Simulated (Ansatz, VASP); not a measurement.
## CeO in two plane-wave programs

Aim: how closely do two programs agree when they are given the same cell, functional and k mesh? The cell is taken from a series of runs on this material, whose earlier steps may have relaxed, scaled, displaced or heated it; both programs get it as it stands.

Calculated with Ansatz 0.2.0; plane waves, with VASP 6.6.1 beside it; zone-centre phonons at PBEsol, DFT+U.

In doubt: warnings of the run leave room for a lower electronic state, so energies may not be the lowest and differences between runs may mislead.

### Step 1. Starting point

The structure is cubic, space group Fm-3m (No. 225). Conventional cell: a = 4.957 Å, b = 4.957 Å, c = 4.957 Å, α = 90.00°, β = 90.00°, γ = 90.00°. Nearest to Ce lie 6 O at 2.48 Å. Nearest to O lie 6 Ce at 2.48 Å. Farther neighbours and most contacts between anions are not listed.

### Step 2. Ansatz: zone-centre phonons, PBEsol, DFT+U

Ansatz runs on its default PAW (the set named soft_2) files.

Second derivatives magnify differences that forces hide, and they need a tight electronic threshold.

Contents of input.yaml:

```yaml
crystal:
  lattice:
    - [0.0, 2.4784624275, 2.4784624275]
    - [2.4784624275, 0.0, 2.4784624275]
    - [2.4784624275, 2.4784624275, 0.0]
  atoms:
    - { symbol: Ce, position: [0.0, 0.0, 0.0] }
    - { symbol: O, position: [0.5, 0.5, 0.5] }
kpoints:
  mp_grid: { grid: [12, 12, 12] }
hamiltonian:
  xc: pbesol
  hubbard: { sites: [{ species: Ce, l: f, u_eff: 5.0 }] }
scf:
  occupations: { method: gaussian, width: 0.01 }
  convergence: { dr2_threshold: 1.0e-10 }
output:
  eigenvalues: true
phonons:
  method: dfpt
```

The run is started by

```sh
$ ansatz run input.yaml --threads 8 --pin off --max-ram 14336MiB --backend cpu --events-out ev --progress --plain --runs-dir out
```

Numbers of over 12 decimals in the logs are rounded to 6 here.

Log:

```text
Ce: projections on atomic orbitals take those of the free atom [Kr 4d10] 4f1 5s2 5p6 5d1 6s2, of charge +0.00 (hamiltonian.pseudopotentials.projection_atoms); the dataset's partial waves leave at most 1.4e-5 of an orbital's norm unspanned inside its sphere
O: projections on atomic orbitals take those of the free atom [He] 2s2 2p4, of charge +0.00 (hamiltonian.pseudopotentials.projection_atoms); the dataset's partial waves leave at most 1.9e-8 of an orbital's norm unspanned inside its sphere
band count auto-derived: 19, from the close of a first SCF at 13 (N_el = 18.0; filled up to band 9; 13 by the electrons, moments and atoms)
Engine: ansatz 0.2.0, x86_64-unknown-linux-gnu
Pseudopotentials: kind: paw
Pseudopotential: Ce, paw, valence charge 12, recommended cutoff 420 eV (normal), Ce.paw.azcp
Pseudopotential: O, paw, valence charge 6, recommended cutoff 420 eV (normal), O.paw.azcp
Functional definition: PBEsol
  exchange = pbesol_x
  correlation = pbesol_c
Crystal: 2 atoms, lattice volume = 30.449 Å³
Basis set: ecut = 420 eV, 609 PW (Γ), exchange–correlation on 48×48×48 points (8 copies of the dense FFT grid, shifted against one another)
Bands: 13, of which v1, the nominal top of the filled ones, is band 9 counted from 1 (8 counted from 0)
Symmetry: 48 space group operations
k-points: 163 of 1728 (irreducible under 8 space group operations, time reversal used)
Non-local potential: Ce, projectors of the file, l = 0: 3, l = 1: 2, l = 2: 2, l = 3: 3
Non-local potential: O, projectors of the file, l = 0: 2, l = 1: 2, l = 2: 1
PAW form: soft (Blöchl's): semilocal exchange-correlation on the pseudo side does not see the compensation charge
PAW frozen core: Ce, regenerated for the run's functional, and the local potential with it (the file was generated under x = pbe(κ = 0.804, μ = 0.219515), c = pbe(β = 0.066725))
PAW frozen core: O, regenerated for the run's functional, and the local potential with it (the file was generated under x = pbe(κ = 0.804, μ = 0.219515), c = pbe(β = 0.066725))
PAW one-centre angular grid: Ce, 590 points (default); XC on 64 Gauss nodes
PAW one-centre angular grid: O, 110 points (default); XC on 64 Gauss nodes
Initial density: superposition of atomic densities (chi_scale 0.1, normalization cell, long waves kept (reshape's long-wave potential 0.00 eV rms))
Initial wavefunctions: pseudopotential atomic-orbital guess
Functional: x = pbesol(κ = 0.804, μ = 0.123457), c = pbesol(β = 0.046)
SCF iter   1: F=—  HF=-7050.314055 eV  |F-HF|=—  |Δ(HF+E_count)|=         —  Δρ=2.43e-1  dr2=9.03e0  ethr=3.10e-3  ⟨swp⟩=5.3  Hψ=10653  notcnv=0
preconditioner: auto → none  [insulator: Δε(μ)=0.070 eV  Ē_g=14.786 eV  σ=0.010 eV  W_gap=0.90  n_scr=8 (ndim 8)  ℏωp=26.9 eV  f_vac=0.003  D(μ)=1.42/eV (n_scr^D=14)  ε∞_Penn≈4.3]
SCF iter   2: F=—  HF=-7047.323872 eV  |F-HF|=—  |Δ(HF+E_count)|=    2.99e0  Δρ=1.22e-1  dr2=4.62e0  ethr=3.10e-3  ⟨swp⟩=8.8  Hψ=11141  notcnv=0  defer=47
SCF iter   3: F=—  HF=-7047.067337 eV  |F-HF|=—  |Δ(HF+E_count)|=   2.57e-1  Δρ=1.03e-1  dr2=1.97e0  ethr=3.10e-3  ⟨swp⟩=6.3  Hψ=8399  notcnv=0  defer=30
SCF iter   4: F=—  HF=-7046.688815 eV  |F-HF|=—  |Δ(HF+E_count)|=   3.79e-1  Δρ=4.18e-2  dr2=1.39e-1  ethr=3.10e-3  ⟨swp⟩=5.5  Hψ=6625  notcnv=0  defer=28
SCF iter   5: F=—  HF=-7046.709417 eV  |F-HF|=—  |Δ(HF+E_count)|=   2.06e-2  Δρ=2.96e-2  dr2=2.47e-1  ethr=7.74e-4  ⟨swp⟩=6.7  Hψ=7657  notcnv=0  defer=68  recentre
SCF iter   6: F=—  HF=-7046.694626 eV  |F-HF|=—  |Δ(HF+E_count)|=   1.48e-2  Δρ=1.68e-2  dr2=1.69e-2  ethr=7.74e-4  ⟨swp⟩=5.2  Hψ=5809  notcnv=0  defer=13
SCF iter   7: F=—  HF=-7046.731537 eV  |F-HF|=—  |Δ(HF+E_count)|=   3.69e-2  Δρ=1.90e-2  dr2=1.04e-1  ethr=9.40e-5  ⟨swp⟩=5.0  Hψ=5074  notcnv=0  defer=34  recentre
SCF iter   8: F=—  HF=-7046.747312 eV  |F-HF|=—  |Δ(HF+E_count)|=   1.58e-2  Δρ=2.48e-2  dr2=1.78e-1  ethr=9.40e-5  ⟨swp⟩=4.8  Hψ=4215  notcnv=0  defer=66
SCF iter   9: F=—  HF=-7046.849044 eV  |F-HF|=—  |Δ(HF+E_count)|=   1.02e-1  Δρ=5.02e-2  dr2=7.00e-1  ethr=9.40e-5  ⟨swp⟩=5.3  Hψ=4674  notcnv=0  defer=43  recentre
SCF iter  10: F=—  HF=-7046.710160 eV  |F-HF|=—  |Δ(HF+E_count)|=   1.39e-1  Δρ=2.02e-2  dr2=1.16e-1  ethr=9.40e-5  ⟨swp⟩=6.7  Hψ=7279  notcnv=0  defer=74
[...]
iteration 101: the SCF's residuals had fallen too slowly under its mixing. It goes on by minimising its free energy, and can end on another state than longer mixing would; under `scf.algorithm: density_mixing` no SCF does so, but by `scf.convergence.dm_fallback`
[...]
SCF iter 105: F=—  HF=-7046.760664 eV  |F-HF|=—  |Δ(HF+E_count)|=   2.56e-5  Δρ=6.58e-5  dr2=1.59e-6  ethr=1.19e-6  ⟨swp⟩=2.4  Hψ=10319  notcnv=0
SCF iter 106: F=—  HF=-7046.760664 eV  |F-HF|=—  |Δ(HF+E_count)|=   2.15e-7  Δρ=1.48e-5  dr2=4.47e-8  ethr=8.83e-9  ⟨swp⟩=2.2  Hψ=7264  notcnv=0
SCF iter 107: F=—  HF=-7046.760664 eV  |F-HF|=—  |Δ(HF+E_count)|=   1.01e-8  Δρ=2.80e-6  dr2=1.94e-9  ethr=2.48e-10  ⟨swp⟩=1.4  Hψ=5524  notcnv=0
SCF iter 108: F=—  HF=-7046.760664 eV  |F-HF|=—  |Δ(HF+E_count)|=  3.55e-10  Δρ=7.64e-7  dr2=1.44e-10  ethr=1.08e-11  ⟨swp⟩=1.3  Hψ=5639  notcnv=0
SCF iter 109: F=-7046.760664 eV  HF=-7046.760664 eV  |F-HF|=7.28e-12  |Δ(HF+E_count)|=  2.64e-11  Δρ=1.56e-7  dr2=5.55e-12  ethr=1.00e-12  ⟨swp⟩=1.5  Hψ=5319  notcnv=0
SCF iter 110: F=-7046.760664 eV  HF=-7046.760664 eV  |F-HF|=0.00e0  |Δ(HF+E_count)|=  5.46e-12  Δρ=1.55e-7  dr2=5.41e-12  ethr=1.00e-12  ⟨swp⟩=1.4  Hψ=5265  notcnv=0
SCF 1, on 13 bands, converged in 110 iterations: F = -7046.760664 eV; the run's SCF on all bands comes behind
  greatest PAW one-centre occupation: 0.980 electrons in one spin orbital (limit 2), on the Ce atom at site 0 (counted from 0), in its partial waves of l = 0
Bands: 19, of which v1, the nominal top of the filled ones, is band 9 counted from 1 (8 counted from 0)
Initial density: handed on by an earlier stage of this run
iter 1 solved again at ethr=1.75e-8 eV; its pass at ethr=3.10e-3 eV (dr2=3.16e-6 eV) is discarded
SCF iter   1: F=—  HF=-7046.760665 eV  |F-HF|=—  |Δ(HF+E_count)|=         —  Δρ=5.97e-7  dr2=4.61e-11  ethr=1.75e-8  ⟨swp⟩=3.7  Hψ=24724  notcnv=0
eigensolver tolerance schedule: the retry pair's looser diagonalisation over-reported the residual by 68480.05 of it (diagonalisation noise at 0.63 of the residual, at the tolerance the schedule requests for it); recorded, not acted on — ethr = c·dr2/N_el stays at c = 1.0e-1
preconditioner: auto → none  [metal: Δε(μ)=0.000 eV  Ē_g=13.815 eV  σ=0.010 eV  W_gap=0.00  n_scr=8 (ndim 8)  ℏωp=26.9 eV  f_vac=0.006  D(μ)=0.78/eV (n_scr^D=0)]
SCF iter   2: F=—  HF=-7046.760664 eV  |F-HF|=—  |Δ(HF+E_count)|=   4.84e-7  Δρ=1.00e-6  dr2=2.69e-10  ethr=1.00e-12  ⟨swp⟩=9.2  Hψ=15400  notcnv=0
SCF iter   3: F=-7046.760664 eV  HF=-7046.760664 eV  |F-HF|=4.55e-12  |Δ(HF+E_count)|=  4.18e-11  Δρ=2.01e-7  dr2=8.72e-12  ethr=1.00e-12  ⟨swp⟩=4.9  Hψ=12037  notcnv=0
SCF 2 converged in 3 iterations: F = -7046.760664 eV  dr2 = 8.72e-12
DFPT response loops at Γ: preconditioner auto → Kerker (q_TF=auto, 2.499 Å⁻¹) (partly filled bands, converged f_vac=0.006); β = 1.00, the filter's whole step (`scf.mixing.beta` (0.50) is not read by the response loops under this deck's `scf.mixing.preconditioner`; to damp them name `kerker` or `kerker_dos`, under which they read `scf.mixing.beta`, and type it under 1.00, their step now; both keys bind the ground state too); Broyden in place of MSR1
SCF converged after 113 iterations (110 of them on 13 bands)
Free energy (F): -7046.760664 eV
Harris-Foulkes:  -7046.760664 eV  (|F-HF|=4.55e-12)
Internal energy: -7046.760625 eV  (E = F + TS)
E sigma→0 (E₀):  -7046.760645 eV
Entropy (-TS):   -0.000039 eV (-0.020 meV/atom)
Fermi energy:    17.394039 eV
--- Per-component energies (eV) ---
  E_band       = 56.847390
  E_kinetic    = 555.974014
  E_local      = -525.327291  (includes V_loc(G=0)·N_el)
  E_nonlocal   = -1.732286
  E_hartree    = 186.127369
  E_xc         = -299.736257
  E_vxc        = -347.346762  (∫ρ·V_xc dr)
  E_hubbard    = 1.809612  (on-site DFT+U / exact-exchange correction)
  E_vhub       = 1.063417  (the Hubbard potential's part of the band-sum identity)
  E_paw        = -5537.521014  (= ΣΔE_a)
  E_vpaw       = 1.959187  (= ΣTr[D̂ρ^β])
  E_aug_tail   = 0.002445  (compensation charges beyond the density's cutoff)
  E_ewald      = -1426.618802
  E_core_change = 0.261583  (= ΣΔE_core)
  E_smearing   = -0.000039  (= −TS)
  E_closure    = 0.000000  (closes the sum)
  Σ components = -7046.760664   (vs F -7046.760664, Δ=0.00e0)
--- Band table (eV; the first three rows and the last of 163) ---
  k-point 0: bands = [... 5 lower, 12.4353, 12.4353, 12.4353, 16.7459, 17.7296, 17.7296, 17.7296, 18.0919, ... 6 higher]
  k-point 1: bands = [... 5 lower, 12.2356, 12.2939, 12.2939, 16.6237, 17.8500, 17.8500, 17.8685, 18.4547, ... 6 higher]
  k-point 2: bands = [... 5 lower, 11.7499, 11.9389, 11.9389, 16.5000, 18.0810, 18.1639, 18.1639, 19.2349, ... 6 higher]
  k-point 162: bands = [... 5 lower, 11.0791, 12.8437, 12.8437, 17.3940, 17.3940, 17.5598, 19.0204, 19.0204, ... 6 higher]
Occupation matrices written to <dir>
--- Phonons (Γ-DFPT): 2 representative perturbations + reference, on 163 of 1728 k-points (Σ response iterations 20) ---
  k mesh reduced under 8 symmetry operations, with k and −k counted as one. Each operation leaves every solved perturbation unchanged. A smaller set is not considered because the run has a Hubbard term
  ASR residual: 1.540e-4 → 0.000e0 eV/Å²; symmetrization residual: 6.617e-7 eV/Å²
  ASR residual per site (eV/Å²): 1.41e-4 1.54e-4
  Γ frequencies (cm⁻¹): 0.00 0.00 0.00 375.55 375.55 375.55
  non-analytic LO–TO correction: not included (Born effective charges unavailable; polar crystals: no LO–TO splitting at Γ)
```

[end of part 1 of 2]

[Lines on the potential files, build, host, timing and source positions are cut from VASP's logs without a mark.]

[Logs are printed without paths, hosts, clocks, repeated set-up lines and the standing remarks that a program may print on its own settings, such as how far it seeks lower states.]

[Hosts, paths, dates, database ids (printed as entryN), source tags and the programs' standing remarks are cut or masked in the printed files.]
